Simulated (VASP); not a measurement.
```yaml
crystal:
  lattice:
    - [1.86831, -3.23601, 0.00000]
    - [1.86831, 3.23601, 0.00000]
    - [0.00000, 0.00000, 11.95136]
  atoms:
    - { symbol: La, position: [0.00000, 0.00000, 0.50000] }
    - { symbol: La, position: [0.00000, 0.00000, 0.00000] }
    - { symbol: La, position: [0.33333, 0.66667, 0.25000] }
    - { symbol: La, position: [0.66667, 0.33333, 0.75000] }
```

Method: optB88-vdW, VASP's PBE PAW potentials (set 64) (plane waves; VASP). Run with 520 eV cut-off, 9×9×3 Γ-centred mesh, first-order Methfessel-Paxton smearing of 0.10 eV, potentials La.

Problem. What does the run give for the energy per atom (σ→0), band gap (on the k-mesh) with the smallest direct gap where there is one?

Solution. 
* **band gap (on the k-mesh)**: none (metal, semimetal or under 0.01 eV)
* **energy per atom (σ→0)**: -2.592 eV/atom

Only differences to runs with the same potentials and settings are physical.

The compound is La in the dhcp structure. It was relaxed first. The start is the result of an earlier pass.
